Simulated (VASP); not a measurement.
# VCdCu: magnetic orders, part 5 of 6

Wanted: the lowest of several collinear orders of VCdCu. The cell is invented: it takes the structure of a Materials Project entry for TiCuSn (space group 186 there), with some of its atoms replaced by other elements, volume scaled by an estimate. It may not be a known or stable phase.

VASP 6.6.1, plane waves and PAW; the level of theory is named at each step.

Still holding for the runs below: The magnetic state follows from one typed start and may not be the lowest. The k-mesh is coarse for a metal. A U on the itinerant d states of such a compound is hard to justify; it moves the bands at the Fermi level and favours large moments.

So far, largest spin moment in the PAW sphere (μB): step 2 (relax in the ferromagnetic state, PBEsol, DFT+U) 3.12; step 3 (magnetic order, start order fm, signs ++++) 3.19; step 4 (magnetic order, start order AFM 1, signs +-+-) 3.23. The relaxed cell has a = 4.548, c = 5.768 Å (conventional setting).

**5. Magnetic order, start order ferri 2, signs ++--**

Level of this step: PBEsol, DFT+U (Cu d 3 eV, V d 6 eV), spin-polarised, from moments of both signs; plane waves and PAW (Cd, Cu, V); invented cell (VASP).

INCAR reads:

```
SYSTEM = VCdCu
PREC = Accurate
ENCUT = 360
EDIFF = 1E-06
NELM = 150
ISMEAR = 1
SIGMA = 0.05
LREAL = .FALSE.
ALGO = Normal
GGA = PS
NBANDS = 37
ISPIN = 2
MAGMOM = 0 0 0.6 0.6 -2 -2
LDAU = .TRUE.
LDAUTYPE = 2
LDAUL = -1 2 2
LDAUU = 0 3 6
LDAUJ = 0 0 0
LDAUPRINT = 1
LASPH = .TRUE.
LMAXMIX = 4
LORBIT = 11
LWAVE = .FALSE.
LCHARG = .FALSE.
AMIX = 0.2
BMIX = 1E-04
AMIX_MAG = 0.8
BMIX_MAG = 1E-04
```

POSCAR reads:

```
VCdCu
1.0
    4.5483127724     -0.0000000498      0.0000000000
   -2.2741569730      3.9389543390      0.0000000000
    0.0000000000      0.0000000000      5.7678994470
Cd Cu V
2 2 2
Direct
    0.6666666700      0.3333333300      0.7576705251
    0.3333333300      0.6666666700      0.2576705251
    0.6666666700      0.3333333300      0.2576840445
    0.3333333300      0.6666666700      0.7576840445
    0.0000000000      0.0000000000      0.5066454303
    0.0000000000      0.0000000000      0.0066454303
```

KPOINTS reads:

```
Automatic mesh
0
Gamma
4 4 3
0 0 0
```

The projector-augmented-wave data sets are Cd, Cu and V (PBE family, release 64).

Started as:

```bash
$ mpirun -np 1 vasp_std
```

Log:

```text
[... set-up lines as in an earlier step ...]
 entering main loop
       N       E                     dE             d eps       ncg     rms          rms(c)
DAV:   1     0.507923867520E+03    0.50792E+03   -0.18584E+04  1224   0.146E+03
DAV:   2     0.609908940484E+02   -0.44693E+03   -0.42240E+03  1194   0.371E+02
DAV:   3    -0.155927595284E+02   -0.76584E+02   -0.71918E+02  1764   0.181E+02
DAV:   4    -0.195666194206E+02   -0.39739E+01   -0.39381E+01  1777   0.505E+01
[...]
DAV:  34    -0.186291381386E+02    0.71883E-06   -0.63861E-05  1505   0.530E-02    0.128E-03
DAV:  35    -0.186291389077E+02   -0.76907E-06   -0.16767E-05  1242   0.243E-02    0.157E-03
DAV:  36    -0.186291392279E+02   -0.32019E-06   -0.22302E-06   886   0.103E-02
   1 F= -.18629139E+02 E0= -.18629101E+02  d E =-.115887E-03  mag=    -7.1618
```

Elapsed: 71 s, on 1 MPI rank of Intel Xeon 6975P-C (Granite Rapids), shared host; peak memory 0.21 GiB.

From OUTCAR (step 5):

```text
  Total       -0.6741786     -0.6741786      0.6482137      0.0000001      0.0000000      0.0000000
  in kB      -10.4528953    -10.4528948     10.0503185      0.0000017      0.0000000      0.0000000
  external PRESSURE =      -3.6184906 kB  Pullay stress =       0.0000000 kB

 POSITION                                       TOTAL-FORCE (eV/Angst)
 -----------------------------------------------------------------------------------
      2.27416      1.31298      4.37017        -0.000000     -0.000000     -0.010927
     -0.00000      2.62597      1.48622        -0.000000      0.000000     -0.010927
      2.27416      1.31298      1.48630         0.000000     -0.000000     -0.007144
     -0.00000      2.62597      4.37025        -0.000000      0.000000     -0.007144
      0.00000      0.00000      2.92228         0.000000      0.000000      0.018071
      0.00000      0.00000      0.03833         0.000000      0.000000      0.018071
 -----------------------------------------------------------------------------------
    total drift:                                0.000004     -0.000001     -0.000641

  FREE ENERGIE OF THE ION-ELECTRON SYSTEM (eV)
  ---------------------------------------------------
  free  energy   TOTEN  =       -18.6291392279 eV

  energy  without entropy=      -18.6290233409  energy(sigma->0) =      -18.62910060

 magnetization (x)
# of ion       s       p       d       tot
------------------------------------------
    1        0.021  -0.038  -0.017  -0.034
    2        0.021  -0.038  -0.017  -0.034
    3        0.019  -0.030  -0.037  -0.048
    4        0.019  -0.030  -0.037  -0.048
    5       -0.055  -0.083  -3.056  -3.194
    6       -0.055  -0.083  -3.056  -3.194
--------------------------------------------------
tot         -0.030  -0.302  -6.220  -6.552

[... 2 parts as in an earlier step ...]

[... 1 further part left out ...]
[key lines of the parts left out:]
E-fermi :   4.3033
```

Spin moment in the PAW sphere by atom:

| atom | spin moment in the PAW sphere (μB) |
| --- | --- |
| Cd1 | -0.03 |
| Cd2 | -0.03 |
| Cu3 | -0.05 |
| Cu4 | -0.05 |
| V5 | -3.19 |
| V6 | -3.19 |

The largest moment at the end is 3.19 μB, and the moments of the cell sum to -7.16 μB.

**6. Magnetic order, start order ferri 3, signs +++-**

Changes to INCAR since step 5:

```diff
@@ -12,3 +12,3 @@
 ISPIN = 2
-MAGMOM = 0 0 0.6 0.6 -2 -2
+MAGMOM = 0 0 0.6 0.6 2 -2
 LDAU = .TRUE.
```

POSCAR is that of step 5.

KPOINTS is that of step 5.

Started as:

```bash
$ mpirun -np 1 vasp_std
```

Log:

```text
[... set-up lines as in an earlier step ...]
 entering main loop
       N       E                     dE             d eps       ncg     rms          rms(c)
DAV:   1     0.497001816039E+03    0.49700E+03   -0.18558E+04  1404   0.145E+03
DAV:   2     0.590272215973E+02   -0.43797E+03   -0.41730E+03  1332   0.367E+02
DAV:   3    -0.155128532140E+02   -0.74540E+02   -0.70774E+02  2009   0.179E+02
DAV:   4    -0.196090826650E+02   -0.40962E+01   -0.40763E+01  2000   0.512E+01
[...]
DAV:  53    -0.174776729444E+02    0.13253E-04   -0.13956E-05  1262   0.156E-02    0.793E-02
DAV:  54    -0.174776640088E+02    0.89357E-05   -0.63649E-06  1284   0.114E-02    0.397E-02
DAV:  55    -0.174776636287E+02    0.38006E-06   -0.25996E-06   782   0.665E-03
   1 F= -.17477664E+02 E0= -.17475692E+02  d E =-.591442E-02  mag=     0.0003
```

The job ended after 1.9 min (1 MPI rank; peak memory 0.21 GiB).

Parts of OUTCAR (step 6):

```text
  Total       -3.2301669     -3.2301668     -2.3801833      0.0000005      0.0000000     -0.0000000
  in kB      -50.0825696    -50.0825672    -36.9038810      0.0000080      0.0000000     -0.0000000
  external PRESSURE =     -45.6896726 kB  Pullay stress =       0.0000000 kB

 POSITION                                       TOTAL-FORCE (eV/Angst)
 -----------------------------------------------------------------------------------
      2.27416      1.31298      4.37017         0.000000      0.000000     -0.009885
     -0.00000      2.62597      1.48622         0.000000     -0.000000     -0.013297
      2.27416      1.31298      1.48630         0.000000      0.000000     -0.007603
     -0.00000      2.62597      4.37025        -0.000000      0.000000     -0.005485
      0.00000      0.00000      2.92228         0.000000     -0.000000      0.018143
      0.00000      0.00000      0.03833         0.000000     -0.000000      0.018126
 -----------------------------------------------------------------------------------
    total drift:                                0.000000      0.000001     -0.000620

  FREE ENERGIE OF THE ION-ELECTRON SYSTEM (eV)
  ---------------------------------------------------
  free  energy   TOTEN  =       -17.4776636287 eV

  energy  without entropy=      -17.4717492101  energy(sigma->0) =      -17.47569216

 magnetization (x)
# of ion       s       p       d       tot
------------------------------------------
    1        0.000  -0.000  -0.000  -0.000
    2       -0.000   0.000   0.000   0.000
    3       -0.000   0.000  -0.000   0.000
    4        0.000  -0.000  -0.000  -0.000
    5        0.058   0.017   3.153   3.228
    6       -0.058  -0.017  -3.159  -3.234
--------------------------------------------------
tot         -0.000   0.000  -0.006  -0.006

[... 1 part as in an earlier step ...]

[... 2 further parts left out ...]
[key lines of the parts left out:]
E-fermi :   4.0318
```

The largest moment at the end is 3.23 μB, and the moments of the cell sum to 0.00 μB.

**7. Magnetic order, start order ferri 4, signs +-++**

Changes to INCAR since step 6:

```diff
@@ -12,3 +12,3 @@
 ISPIN = 2
-MAGMOM = 0 0 0.6 0.6 2 -2
+MAGMOM = 0 0 0.6 -0.6 2 2
 LDAU = .TRUE.
```

POSCAR is that of step 6.

KPOINTS is that of step 6.

Started as:

```bash
$ mpirun -np 1 vasp_std
```

Log:

```text
[... set-up lines as in an earlier step ...]
 entering main loop
       N       E                     dE             d eps       ncg     rms          rms(c)
DAV:   1     0.494703548801E+03    0.49470E+03   -0.18804E+04  1420   0.147E+03
DAV:   2     0.584067162839E+02   -0.43630E+03   -0.41537E+03  1332   0.366E+02
DAV:   3    -0.150103174502E+02   -0.73417E+02   -0.68753E+02  1933   0.179E+02
DAV:   4    -0.195397506363E+02   -0.45294E+01   -0.44850E+01  2010   0.529E+01
[...]
DAV:  30    -0.186291378886E+02   -0.81650E-06   -0.17418E-05  1496   0.384E-02    0.347E-03
DAV:  31    -0.186291386884E+02   -0.79979E-06   -0.28531E-05  1656   0.364E-02    0.191E-03
DAV:  32    -0.186291386590E+02    0.29354E-07   -0.33022E-06  1067   0.173E-02
   1 F= -.18629139E+02 E0= -.18629100E+02  d E =-.115422E-03  mag=     7.1619
```

Wall time 68 s (1 MPI rank); peak memory 0.21 GiB.

From OUTCAR (step 7):

```text
  Total       -0.6660872     -0.6660872      0.6565644      0.0000001      0.0000000      0.0000000
  in kB      -10.3274413    -10.3274408     10.1797936      0.0000017      0.0000000      0.0000000
  external PRESSURE =      -3.4916961 kB  Pullay stress =       0.0000000 kB

 POSITION                                       TOTAL-FORCE (eV/Angst)
 -----------------------------------------------------------------------------------
      2.27416      1.31298      4.37017         0.000000      0.000000     -0.010794
     -0.00000      2.62597      1.48622        -0.000000      0.000000     -0.011053
      2.27416      1.31298      1.48630         0.000000     -0.000000     -0.007111
     -0.00000      2.62597      4.37025        -0.000000     -0.000000     -0.007185
      0.00000      0.00000      2.92228        -0.000000      0.000000      0.018070
      0.00000      0.00000      0.03833        -0.000000      0.000000      0.018073
 -----------------------------------------------------------------------------------
    total drift:                                0.000000      0.000001     -0.000656

  FREE ENERGIE OF THE ION-ELECTRON SYSTEM (eV)
  ---------------------------------------------------
  free  energy   TOTEN  =       -18.6291386590 eV

  energy  without entropy=      -18.6290232366  energy(sigma->0) =      -18.62910018

[... 3 parts as in an earlier step ...]

[... 1 further part left out ...]
[key lines of the parts left out:]
E-fermi :   4.3034
```

The largest moment at the end is 3.19 μB, and the moments of the cell sum to 7.16 μB.

**8. Comparing the runs**

Times are for 1 MPI rank of Intel Xeon 6975P-C (Granite Rapids), shared host. The runs compared:

| no. | start order | energy at zero smearing (eV) | moment of the cell, from the last line of the log (μB) | time | memory (GiB) |
| --- | --- | --- | --- | --- | --- |
| 1 | fm | -18.63 | 7.162 | 76 s | 0.21 |
| 2 | afm 1 | -17.48 | 0 | 70 s | 0.21 |
| 3 | ferri 2 | -18.63 | -7.162 | 71 s | 0.21 |
| 4 | ferri 3 | -17.48 | 3.00e-4 | 1.9 min | 0.21 |
| 5 | ferri 4 | -18.63 | 7.162 | 68 s | 0.21 |

(Part 5 of 6 ends here.)

[Lines on the potential files, build, host, timing and source positions are cut from VASP's logs without a mark.]

[Logs are printed without paths, hosts, clocks, repeated set-up lines and the standing remarks that a program may print on its own settings, such as how far it seeks lower states.]

[Hosts, paths, dates, database ids (printed as entryN), source tags and the programs' standing remarks are cut or masked in the printed files.]

[In band tables of VASP the shares of atoms and orbitals are scaled to a sum of 1 inside the atoms' spheres.]

[Runs that stopped without an error message from VASP are left out.]
